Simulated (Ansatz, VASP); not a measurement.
**One calculation of SiSnGe2, two programs**

```
Si Sn Ge
1.0
     4.16623    0.00000    0.00000
     0.00000    4.16623    0.00000
     0.00000    0.00000    5.92665
Si Sn Ge
1 1 2
Direct
  0.00000 0.00000 0.00000
  0.50000 0.50000 0.50000
  0.50000 0.00000 0.77472
  0.00000 0.50000 0.22528
```

Alike in both runs: functional PBE; k mesh 6 × 6 × 4; occupations gaussian, width 0.1 eV; no spin polarisation.

Ansatz relaxed the structure, and its values are those at the end. VASP's run is a single point on that final structure, the one shown.

|  | VASP | Ansatz |
| --- | --- | --- |
| version | VASP 6.6.1 | Ansatz 0.2.0 |
| potentials or method | VASP PAW PBE potentials, release 64 (Si, Sn_d, Ge_d) | scalar-relativistic, plane waves, PAW |
| plane-wave cutoff (eV) | 520 | 420 |
| valence electrons in the cell | 46 | 46 |

```tsv
	VASP	Ansatz	Ansatz less VASP
gap on the k mesh at the Fermi level (eV)	none	none	-
pressure (GPa)	0.0	0.0	+0.06
rms of the force components (eV/Å)	0.004	0.003	-0.0008
```

A gap of «none» marks a metal or a gap that the smearing closes. With one functional, cell and mesh, what is left measures potentials, basis and numerics.
